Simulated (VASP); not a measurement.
# HfGe (Pm-3m) in VASP: phonons with rev-vdW-DF2+U

Aim: the phonons of HfGe with rev-vdW-DF2+U.

Everything below comes from runs of VASP 6.6.1. Logs are shortened: lines on timing, memory, paths and dates and some standing lists are left out, and cuts for length are marked.

## 1. Starting point

The structure is cubic, space group Pm-3m (No. 221). The conventional cell has a = 3.501 Å, b = 3.501 Å, c = 3.501 Å, α = 90.00°, β = 90.00°, γ = 90.00°. Around Hf (site symmetry m-3m) lie 8 Ge at 3.03 Å. Ge (site symmetry m-3m) is surrounded by 8 Hf at 3.03 Å.

The cell was built by a generator and needn't be a form met in nature.

## 2. Phonons, rev-vdW-DF2+U

POSCAR

```
HfGe
1.0
    3.5008378700      0.0000000000      0.0000000000
    0.0000000000      3.5008378700      0.0000000000
    0.0000000000      0.0000000000      3.5008378700
Hf Ge
1 1
Direct
    0.0000000000      0.0000000000      0.0000000000
    0.5000000000      0.5000000000      0.5000000000
```

INCAR.step1

```
  PREC = Accurate
  ENCUT = 600
  EDIFF = 1E-8
  ISMEAR = 0
  SIGMA = 0.05
  LREAL = Auto
  LASPH = T
  NELM = 80
  ALGO = Normal
  ISIF = 3
  LWAVE = F
  LCHARG = F
  LMAXMIX = 4
  LDAU = T
  LDAUTYPE = 2
  LDAUL = 2 -1
  LDAUU = 3.5 0
  LDAUJ = 0 0
  LDAUPRINT = 1
  GGA = MK
  LUSE_VDW = T
  AGGAC = 0.0
  PARAM1 = 0.1234
  PARAM2 = 0.711357
  ZAB_VDW = -1.8867
  NBANDS = 36
  AMIX = 0.6
  IBRION = 2
  NSW = 40
  EDIFFG = -0.002
```

INCAR.step2

```
  PREC = Accurate
  ENCUT = 600
  EDIFF = 1E-8
  ISMEAR = 0
  SIGMA = 0.05
  LREAL = Auto
  LASPH = T
  NELM = 80
  ALGO = Normal
  ISIF = 2
  LWAVE = F
  LCHARG = F
  LMAXMIX = 4
  LDAU = T
  LDAUTYPE = 2
  LDAUL = 2 -1
  LDAUU = 3.5 0
  LDAUJ = 0 0
  LDAUPRINT = 1
  GGA = MK
  LUSE_VDW = T
  AGGAC = 0.0
  PARAM1 = 0.1234
  PARAM2 = 0.711357
  ZAB_VDW = -1.8867
  NBANDS = 36
  AMIX = 0.6
  IBRION = 6
  NFREE = 2
  POTIM = 0.015
  NSW = 1
```

KPOINTS

```
regular mesh
0
Gamma
  6 6 6
```

Potentials or basis: VASP PAW PBE potentials, release 64 (Hf_pv, Ge_d).

Command:

```console
$ cat potpaw_PBE.64/Hf_pv/POTCAR potpaw_PBE.64/Ge_d/POTCAR > POTCAR
$ cp INCAR.step1 INCAR
$ mpirun -np 1 vasp_std > vasp.out
$ cp CONTCAR POSCAR
$ cp INCAR.step2 INCAR
$ mpirun -np 1 vasp_std > vasp.out
```

OUTCAR:

```text
PREC = Accurate
   ENCUT = 600
   EDIFF = 1E-8
   ISMEAR = 0
   LREAL = Auto
   LASPH = T
   NELM = 80
   ISIF = 2
   GGA = MK
   AMIX = 0.6
   IBRION = 6
   NFREE = 2
   POTIM = 0.015
   NSW = 1

 ion  position               nearest neighbor table
   1  0.000  0.000  0.000-   2 2.93   2 2.93   2 2.93   2 2.93   2 2.93   2 2.93   2 2.93   2 2.93

   2  0.500  0.500  0.500-   1 2.93   1 2.93   1 2.93   1 2.93   1 2.93   1 2.93   1 2.93   1 2.93

  LATTYP: Found a simple cubic cell.
 ALAT       =     3.3885903917

  Lattice vectors:

 A1 = (   3.3885903917,   0.0000000000,   0.0000000000)
 A2 = (   0.0000000000,   3.3885903917,   0.0000000000)
 A3 = (   0.0000000000,   0.0000000000,   3.3885903917)

Analysis of symmetry for initial positions (statically):
=====================================================================
 Subroutine PRICEL returns:
 Original cell was already a primitive cell.

 Routine SETGRP: Setting up the symmetry group for a
 simple cubic supercell.

 Subroutine GETGRP returns: Found 48 space group operations
 (whereof 48 operations were pure point group operations)
 out of a pool of 48 trial point group operations.

The static configuration has the point symmetry O_h .

Analysis of symmetry for dynamics (positions and initial velocities):
=====================================================================
 Subroutine PRICEL returns:
 Original cell was already a primitive cell.

 Routine SETGRP: Setting up the symmetry group for a
 simple cubic supercell.

 Subroutine GETGRP returns: Found 48 space group operations
 (whereof 48 operations were pure point group operations)
 out of a pool of 48 trial point group operations.

The dynamic configuration has the point symmetry O_h .

 Subroutine INISYM returns: Found 48 space group operations
 (whereof 48 operations are pure point group operations),
 and found     1 'primitive' translations

----------------------------------------------------------------------------------------

                                     Primitive cell

  volume of cell :      38.9096

  direct lattice vectors                    reciprocal lattice vectors
     3.388590392  0.000000000  0.000000000     0.295107961  0.000000000  0.000000000
     0.000000000  3.388590392  0.000000000     0.000000000  0.295107961  0.000000000
     0.000000000  0.000000000  3.388590392     0.000000000  0.000000000  0.295107961

  length of vectors
     3.388590392  3.388590392  3.388590392     0.295107961  0.295107961  0.295107961

  position of ions in fractional coordinates (direct lattice)
     0.000000000  0.000000000  0.000000000
     0.500000000  0.500000000  0.500000000

  ion indices of the primitive-cell ions
   primitive index   ion index
                 1           1
                 2           2

----------------------------------------------------------------------------------------

 KPOINTS: regular mesh

Automatic generation of k-mesh.
 Grid dimensions read from file:
 generate k-points for:    6    6    6

 Generating k-lattice:

  Cartesian coordinates                     Fractional coordinates (reciprocal lattice)
     0.049184660  0.000000000  0.000000000     0.166666667  0.000000000  0.000000000
     0.000000000  0.049184660  0.000000000     0.000000000  0.166666667  0.000000000
     0.000000000  0.000000000  0.049184660     0.000000000  0.000000000  0.166666667

  Length of vectors
     0.049184660  0.049184660  0.049184660

  Shift w.r.t. Gamma in fractional coordinates (k-lattice)
     0.000000000  0.000000000  0.000000000

 Subroutine IBZKPT returns following result:
 ===========================================
[... 64 lines left out ...]
  volume/ion in A,a.u.               =      19.45       131.29
  Fermi-wavevector in a.u.,A,eV,Ry     =   1.393562  2.633450 26.422704  1.942014
  Thomas-Fermi vector in A             =   2.517196
   LORBIT       =      0    0 simple, 1 ext, 2 COOP (PROOUT), +10 PAW based schemes
 LDA+U is selected, type is set to LDAUTYPE =  2
   angular momentum for each species LDAUL =     2   -1
   U (eV)           for each species LDAUU =   3.5  0.0
   J (eV)           for each species LDAUJ =   0.0  0.0
   GGA     = MK    functional components
   LHFCALC =     F    Hartree Fock is set to
   AEXX    =    0.0000 exact exchange contribution
   IVDW_NL    =     1    kernel type
   BPARAM     = 6.3000
   IVDW    =     0    specifies the selected vdW correction
   LEPSILON=     F    determine dielectric tensor
   LRPA    =     F    only Hartree local field effects (RPA)
 finite differences with symmetry
 non-spin polarized calculation
 Gauss-broadening in eV      SIGMA  =   0.05
  energy-cutoff  :      600.00
  volume of cell :       38.91
 maximum number of plane-waves:      1328
 NGX is ok and might be reduce to    28
   NGX = 13   NGY = 13   NGZ = 13

--------------------------------------- Ionic step        1  -------------------------------------------

 number of electron      24.0000021 magnetization

 Free energy of the ion-electron system (eV)
  ---------------------------------------------------
  ext. energy  EPLUGINS =         0.00000000
  ---------------------------------------------------
  free energy    TOTEN  =        -8.97968683 eV

  energy without entropy =       -8.97688553  energy(sigma->0) =       -8.97828618

------------------------ aborting loop because EDIFF is reached ----------------------------------------

  FORCE on cell =-STRESS in cart. coord.  units (eV):
  Direction    XX          YY          ZZ          XY          YZ          ZX
  --------------------------------------------------------------------------------------
  -------------------------------------------------------------------------------------
  Total        0.0022574      0.0022574      0.0022574     -0.0000000     -0.0000000      0.0000000
  in kB        0.0929514      0.0929514      0.0929514     -0.0000000     -0.0000000      0.0000000
  external PRESSURE =       0.0929514 kB  Pullay stress =       0.0000000 kB
[... 129 lines left out ...]
  energy  without entropy=       -7.6580920253  energy(sigma->0) =       -7.66124672

Total vdW correction in eV:      3.4668864

atom =   1  type =  1  l = 2

 onsite density matrix

spin component  1

  0.1230 -0.0000  0.0000 -0.0000  0.0000
 -0.0000  0.1232  0.0000 -0.0000  0.0000
  0.0000  0.0000  0.1761  0.0000 -0.0001
 -0.0000 -0.0000  0.0000  0.1230 -0.0000
  0.0000  0.0000 -0.0001 -0.0000  0.1762

spin component  2

  0.1230 -0.0000  0.0000 -0.0000  0.0000
 -0.0000  0.1232  0.0000 -0.0000  0.0000
  0.0000  0.0000  0.1761  0.0000 -0.0001
 -0.0000 -0.0000  0.0000  0.1230 -0.0000
  0.0000  0.0000 -0.0001 -0.0000  0.1762

 occupancies and eigenvectors

  o =  0.1230  v =  1.0000  0.0000  0.0000  0.0000  0.0000  0.0000  0.0000  0.0000  0.0000  0.0000      0.0000  0.0000  0.0000  0.0000  0.0000  0.0000  0.0000  0.0000  0.0000  0.0000
  o =  0.1230  v =  0.0000  0.0000  0.0000 -1.0000 -0.0000  0.0000  0.0000  0.0000  0.0000  0.0000      0.0000  0.0000  0.0000  0.0000  0.0000  0.0000  0.0000  0.0000  0.0000  0.0000
  o =  0.1230  v =  0.0000  0.0000  0.0000  0.0000  0.0000  1.0000  0.0000  0.0000  0.0000  0.0000      0.0000  0.0000  0.0000  0.0000  0.0000  0.0000  0.0000  0.0000  0.0000  0.0000
  o =  0.1230  v =  0.0000  0.0000  0.0000  0.0000  0.0000  0.0000  0.0000  0.0000 -1.0000 -0.0000      0.0000  0.0000  0.0000  0.0000  0.0000  0.0000  0.0000  0.0000  0.0000  0.0000
  o =  0.1232  v =  0.0000  1.0000 -0.0000  0.0000 -0.0000  0.0000  0.0000  0.0000  0.0000  0.0000      0.0000  0.0000  0.0000  0.0000  0.0000  0.0000  0.0000  0.0000  0.0000  0.0000
  o =  0.1232  v =  0.0000  0.0000  0.0000  0.0000  0.0000  0.0000  1.0000 -0.0000  0.0000 -0.0000      0.0000  0.0000  0.0000  0.0000  0.0000  0.0000  0.0000  0.0000  0.0000  0.0000
  o =  0.1760  v =  0.0000  0.0000  0.0000  0.0000  0.0000  0.0000  0.0000  0.8660 -0.0000  0.5000      0.0000  0.0000  0.0000  0.0000  0.0000  0.0000  0.0000  0.0000  0.0000  0.0000
  o =  0.1760  v =  0.0000  0.0000  0.8660 -0.0000  0.5000  0.0000  0.0000  0.0000  0.0000  0.0000      0.0000  0.0000  0.0000  0.0000  0.0000  0.0000  0.0000  0.0000  0.0000  0.0000
  o =  0.1763  v =  0.0000  0.0000  0.5000  0.0000 -0.8660  0.0000  0.0000  0.0000  0.0000  0.0000      0.0000  0.0000  0.0000  0.0000  0.0000  0.0000  0.0000  0.0000  0.0000  0.0000
  o =  0.1763  v =  0.0000  0.0000  0.0000  0.0000  0.0000  0.0000  0.0000  0.5000  0.0000 -0.8660      0.0000  0.0000  0.0000  0.0000  0.0000  0.0000  0.0000  0.0000  0.0000  0.0000

 number of electron      24.0000013 magnetization

 Free energy of the ion-electron system (eV)
  ---------------------------------------------------
  ext. energy  EPLUGINS =         0.00000000
  ---------------------------------------------------
  free energy    TOTEN  =        -7.66440141 eV

  energy without entropy =       -7.65809210  energy(sigma->0) =       -7.66124675

 E-fermi :   6.5287     XC(G=0): -11.6396

 val. band max:        6.5176710136   @ k =   0.3333   0.1667   0.0000
 cond. band min:       6.5902773567   @ k =   0.1667   0.5000   0.1667
 fundamental gap:      0.0726063431
 Fermi energy:         6.5286914319

 k-point     1 :       0.0000    0.0000    0.0000
  band No.  band energies     occupation
      1     -25.1958      2.00000
      2     -25.1958      2.00000
      3     -25.1955      2.00000
      4     -17.7397      2.00000
      5     -17.7396      2.00000
      6     -17.7273      2.00000
[... 637 lines left out ...]
     23      19.9494      0.00000
     24      22.2229      0.00000

 [... further k-points ...]

 [bands above 24 left out]

--------------------------------------- Ionic step        5  -------------------------------------------

------------------------ aborting loop because EDIFF is reached ----------------------------------------

  FORCE on cell =-STRESS in cart. coord.  units (eV):
  Direction    XX          YY          ZZ          XY          YZ          ZX
  --------------------------------------------------------------------------------------
  -------------------------------------------------------------------------------------
  Total       -0.0088010      0.0073462      0.0073462      0.0000000      0.0000000     -0.0000000
  in kB       -0.3623966      0.3024935      0.3024935      0.0000000      0.0000000     -0.0000000
  external PRESSURE =       0.0808634 kB  Pullay stress =       0.0000000 kB
[... 21 lines left out ...]
  energy  without entropy=       -7.6580920966  energy(sigma->0) =       -7.66124675

Total vdW correction in eV:      3.4668864

 INTERNAL STRAIN TENSORS FROM DISPLACED ATOMS
 ============================================

 INTERNAL STRAIN TENSOR FOR ION    1 for displacements in x,y,z  (eV/Angst):
          X           Y           Z          XY          YZ          ZX
  --------------------------------------------------------------------------------
  x     0.00000     0.00000     0.00000     0.00000     0.00000     0.00000
  y     0.00000     0.00000     0.00000     0.00000     0.00000     0.00000
  z     0.00000     0.00000     0.00000     0.00000     0.00000     0.00000

 INTERNAL STRAIN TENSOR FOR ION    2 for displacements in x,y,z  (eV/Angst):
          X           Y           Z          XY          YZ          ZX
  --------------------------------------------------------------------------------
  x     0.00000     0.00000     0.00000     0.00000     0.00000     0.00000
  y     0.00000     0.00000     0.00000     0.00000     0.00000     0.00000
  z     0.00000     0.00000     0.00000     0.00000     0.00000     0.00000

 Eigenvectors and eigenvalues of the dynamical matrix
 ----------------------------------------------------

   1 f  =    4.126794 THz    25.929414 2PiTHz  137.655044 cm-1    17.067043 meV
             X         Y         Z           dx          dy          dz
      0.000000  0.000000  0.000000     0.000000    0.533464   -0.000000
      1.694295  1.694295  1.694295     0.000000   -0.845823    0.000000
[... 21 lines left out ...]
   6 f/i=    0.020911 THz     0.131386 2PiTHz    0.697509 cm-1     0.086480 meV
             X         Y         Z           dx          dy          dz
      0.000000  0.000000  0.000000    -0.000000   -0.000000   -0.845823
      1.694295  1.694295  1.694295     0.000000    0.000000   -0.533464

 ELASTIC MODULI CONTR FROM IONIC RELAXATION (kBar)
 Direction    XX          YY          ZZ          XY          YZ          ZX
 --------------------------------------------------------------------------------
 XX           0.0000      0.0000      0.0000      0.0000      0.0000      0.0000
 YY           0.0000      0.0000      0.0000      0.0000      0.0000      0.0000
 ZZ           0.0000      0.0000      0.0000      0.0000      0.0000      0.0000
 XY           0.0000      0.0000      0.0000      0.0000      0.0000      0.0000
 YZ           0.0000      0.0000      0.0000      0.0000      0.0000      0.0000
 ZX           0.0000      0.0000      0.0000      0.0000      0.0000      0.0000
 --------------------------------------------------------------------------------
```

Run time: 14 min. Hardware: 1 thread of AMD EPYC 7R43 (Zen 3), shared host; peak memory 0.33 GiB.

Results:

```
Relaxed volume                                          : 19.45 Å³/atom
Relaxed cell                                            : a = 3.389 Å, b = 3.389 Å, c = 3.389 Å, α = 90.00°, β = 90.00°, γ = 90.00°
Space group after relaxing (to 0.05 Å)                  : Pm-3m (No. 221)
Highest phonon frequency at Γ, LO-TO splitting left out : 138 cm⁻¹
```

The path:
| step | energy change (eV) | largest force (eV/Å) | pressure (GPa) | volume (Å³) |
| --- | --- | --- | --- | --- |
| 1 | 0.0000 | 0.0000 | -8.97 | 42.91 |
| 2 | -0.0295 | 0.0000 | 10.46 | 35.87 |
| 3 | -0.1220 | 0.0000 | -0.06 | 38.93 |
| 4 | -0.1220 | 0.0000 | 0.16 | 38.86 |
| 5 | -0.1220 | 0.0000 | -0.13 | 38.96 |
| 6 | -0.1220 | 0.0000 | 0.01 | 38.91 |

Final structure:
```xyz
2
Lattice="3.3886 0.0000 0.0000 0.0000 3.3886 0.0000 0.0000 0.0000 3.3886" Properties=species:S:1:pos:R:3 pbc="T T T"
Hf    0.0000    0.0000    0.0000
Ge    1.6943    1.6943    1.6943
```

Phonon frequencies in cm⁻¹ (negative: imaginary):
```csv
q point,frequencies
"(0.000, 0.000, 0.000)",-1 -1 -1 138 138 138
```

Eigenvalues of the final occupation matrices:
| site | spin | trace | eigenvalues |
| --- | --- | --- | --- |
| site 1 d | 1 | 0.72 | 0.12 0.12 0.12 0.18 0.18 |
| site 1 d | 2 | 0.72 | 0.12 0.12 0.12 0.18 0.18 |

Caveat: the PAW data sets were made with another functional, which shifts forces and pressure a little; the U is typed as a test and isn't derived for this compound. The run has no spin-orbit coupling, so splittings on Hf are missing.

## 3. For comparison

An earlier run on the cell as given: functional PBE; potentials or basis VASP PAW PBE potentials, release 64 (Hf_pv, Ge_d); cutoff 520 eV; k mesh 8 × 8 × 8; occupations fermi-dirac, width 0.05 eV; no spin polarisation.

* Pressure: -11.6 GPa
* Band gap on the k mesh: none (metal or under the smearing width)
